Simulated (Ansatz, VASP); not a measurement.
# One calculation of MgMn2Co2O8, two programs

```
Mg Mn Co O
1.0
    -2.89460    2.91831    4.08592
     2.89460   -2.91831    4.08592
     2.89460    2.91831   -4.08592
Mg Mn Co O
1 2 2 8
Direct
  0.91048 0.91048 0.00000
  0.78198 0.53612 0.24586
  0.29025 0.53612 0.75414
  0.29072 0.04425 0.75353
  0.29072 0.53720 0.24647
  0.05480 0.77538 0.27942
  0.49596 0.77538 0.72058
  0.05073 0.32655 0.27582
  0.05073 0.77491 0.72418
  0.52526 0.30413 0.77887
  0.52526 0.74639 0.22113
  0.08765 0.30416 0.78349
  0.52067 0.30416 0.21651
```

The cell comes from a database or a generator and needn't be the stable form of this composition.

Alike in both runs: task electric field gradients; functional PBE; k mesh 5 × 5 × 5; occupations fermi-dirac, width 0.02 eV; collinear spin.

|  | VASP | Ansatz |
| --- | --- | --- |
| version | VASP 6.6.1 | Ansatz 0.2.0 |
| potentials or method | VASP PAW PBE potentials, release 64 (Mg, Mn_pv, Co, O) | plane-wave PAW, scalar-relativistic |
| plane-wave cutoff (eV) | 520 | 420 |
| valence electrons in the cell | 94 | 122 |

|  | VASP | Ansatz | Ansatz less VASP |
| --- | --- | --- | --- |
| pressure (GPa) | -3.8 | -4.1 | -0.37 |
| largest component of the traceless stress (GPa) | 0.99 | 1.06 | +0.080 |
| rms of the force components (eV/Å) | 0.172 | 0.206 | +0.0336 |
| net moment per atom (μB) | 0.46 | 0.46 | 0.000 |
| size of the moment on the site where the two differ most (μB) | 2.82 | 2.48 | -0.339 |
| Vzz of the field gradient on the site that differs most (V/Å²) | 7.7 | 17.6 | +9.96 |

Site moments also hang on the region over which each program counts them. Atom by atom the forces differ by 0.035 eV/Å (rms over components). The functional is the same, so the differences come from potentials, cutoffs and numerics. The two sets of potentials don't hold the same shells in valence. Ansatz warned: «given_moment_on_shells».
